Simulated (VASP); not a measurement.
```yaml
crystal:
  lattice:
    - [2.05473, -3.55890, 0.00000]
    - [2.05473, 3.55890, 0.00000]
    - [0.00000, 0.00000, 5.41055]
  atoms:
    - { symbol: Ni, position: [0.00000, 0.00000, 0.50000] }
    - { symbol: Ni, position: [0.00000, 0.00000, 0.00000] }
    - { symbol: Sb, position: [0.33333, 0.66667, 0.25000] }
    - { symbol: Sb, position: [0.66667, 0.33333, 0.75000] }
```

These are vdW-DF2, VASP's PBE PAW potentials (set 64) (plane waves; VASP) values and carry that method's errors. Run with 520 eV cut-off, 9×9×6 Γ-centred mesh, first-order Methfessel-Paxton smearing of 0.10 eV, potentials Ni Sb.

Unless said otherwise, spin-orbit coupling is left out, though it shifts the bands of the heavy elements here.

Problem. What does the run give for the energy per atom (σ→0), band gap (on the k-mesh) with the smallest direct gap where there is one?

Solution. 
```yaml
band gap (on the k-mesh): none (metal, semimetal or under 0.01 eV)
energy per atom (σ→0): -2.068 eV/atom
```

The compound is NiSb in the NiAs type structure. It was relaxed first, which changed the volume by +15 %. The run is not spin-polarised, so no magnetic state was tried.
